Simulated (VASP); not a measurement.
```
BeSe
1.0
    0.00000     2.61339     2.61339
    2.61339     0.00000     2.61339
    2.61339     2.61339     0.00000
Be Se
1 1
Direct
  0.00000   0.00000   0.00000
  0.25000   0.25000   0.25000
```

These are RPBE GGA, VASP's PBE PAW potentials (set 64) (plane waves; VASP 6.6.1) values and carry that method's errors. Run with 520 eV cut-off, 10×10×10 Γ-centred mesh, tetrahedra with Blöchl corrections, potentials Be Se.

Q: What does the run give for the energy per atom (σ→0), band gap (on the k-mesh) with the smallest direct gap where there is one?

A: 
```json
{
 "band gap (on the k-mesh)": "2.84 eV",
 "smallest direct gap (on the k-mesh)": "4.15 eV",
 "energy per atom (σ→0)": "-4.134 eV/atom"
}
```

Only differences to runs with the same potentials and settings are physical.

The compound is BeSe in the zinc blende structure. It was relaxed first, which changed the volume by +5 %.
